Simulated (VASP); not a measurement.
## SiC: electrostatic potential with PBE

SiC:

```
Si C
1.0
     3.08100    0.00000    0.00000
    -1.54050    2.66822    0.00000
     0.00000    0.00000   10.08500
Si C
4 4
Direct
  0.66667 0.33333 0.93784
  0.33333 0.66667 0.43784
  0.00000 0.00000 0.68789
  0.00000 0.00000 0.18789
  0.66667 0.33333 0.74980
  0.33333 0.66667 0.24980
  0.00000 0.00000 0.50046
  0.00000 0.00000 0.00046
```

The cell is a database's computed one.

```
Program                : VASP 6.6.1
Task                   : electrostatic potential
Functional             : PBE
Potentials or basis    : VASP PAW PBE potentials, release 64 (Si, C)
Cutoff                 : 520 eV
k mesh                 : 12 × 12 × 4
Occupations            : gaussian, width 0.02 eV
Spin                   : no spin polarisation
Further INCAR settings : ALGO = Fast; EDIFF = 1e-07
```

| Item | Value |
| --- | --- |
| Pressure | 2.8 GPa |
| Largest force | 0.005 eV/Å |
| Band gap on the k mesh | 2.23 eV, indirect (least direct gap 3.35 eV) |

Forces in eV/Å, atoms in the order of the input:
```
Si   0.000  0.000 -0.001
Si   0.000  0.000 -0.001
Si   0.000  0.000  0.004
Si   0.000  0.000  0.004
C    0.000  0.000  0.002
C    0.000  0.000  0.002
C    0.000  0.000 -0.005
C    0.000  0.000 -0.005
```

Levels at points of the mesh, in eV from the valence-band top:
| k point | band 12 | band 13 | band 14 | band 15 | band 16 | band 17 | band 18 | band 19 | band 20 | band 21 |
| --- | --- | --- | --- | --- | --- | --- | --- | --- | --- | --- |
| (0.00, 0.00, 0.00) | -0.58 | -0.58 | -0.05 | 0.00 | 0.00 | 5.07 | 5.65 | 6.27 | 6.29 | 6.98 |
| (0.50, 0.00, 0.00) | -2.38 | -2.36 | -2.21 | -1.57 | -1.12 | 2.23 | 2.35 | 4.22 | 4.73 | 5.29 |
| (0.00, 0.00, 0.50) | -1.04 | -0.21 | -0.21 | -0.21 | -0.21 | 5.28 | 5.28 | 6.74 | 6.74 | 7.06 |
| (0.50, 0.00, 0.50) | -3.01 | -2.49 | -2.49 | -1.55 | -1.55 | 2.64 | 2.64 | 4.21 | 4.21 | 6.10 |

Wall time 14 s on 4 MPI ranks on Intel(R) Xeon(R) 6975P-C (Granite Rapids), on a shared host, peak memory 0.24 GiB a rank.

A k mesh can miss the band edges.
